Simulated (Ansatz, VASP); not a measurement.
# Two plane-wave programs on Be3B

```
Be B
1.0
     2.14961    0.00000    0.00000
    -1.07480    1.86161    0.00000
     0.00000    0.00000    7.13581
Be B
3 1
Cartesian
  1.0748 0.6205 3.5679
  0.0000 1.2411 1.7582
  0.0000 1.2411 5.3776
  1.0748 0.6205 0.0000
```

Change from the starting cell: species swapped into the Tl3Bi type (P-6m2, No. 187).

Alike in both runs: task single point; functional PBE; k mesh 12 × 12 × 4; occupations gaussian, width 0.1 eV; no spin polarisation.

```csv
,VASP,Ansatz
version,VASP 6.6.1,Ansatz 0.2.0
potentials or method,"VASP PAW PBE potentials, release 64 (Be, B)","scalar-relativistic, plane waves, PAW"
plane-wave cutoff (eV),520,420
valence electrons in the cell,9,9
```

|  | VASP | Ansatz | Ansatz less VASP |
| --- | --- | --- | --- |
| gap on the k mesh at the Fermi level (eV) | none | none | - |
| pressure (GPa) | 6.1 | 5.9 | -0.17 |
| largest component of the traceless stress (GPa) | 12.65 | 12.66 | +0.005 |
| rms of the force components (eV/Å) | 0.278 | 0.277 | -0.0006 |

Atom by atom the forces differ by 0.001 eV/Å (rms over components). A gap of «none» marks a metal or a gap that the smearing closes. The functional is the same, so the differences come from potentials, cutoffs and numerics.
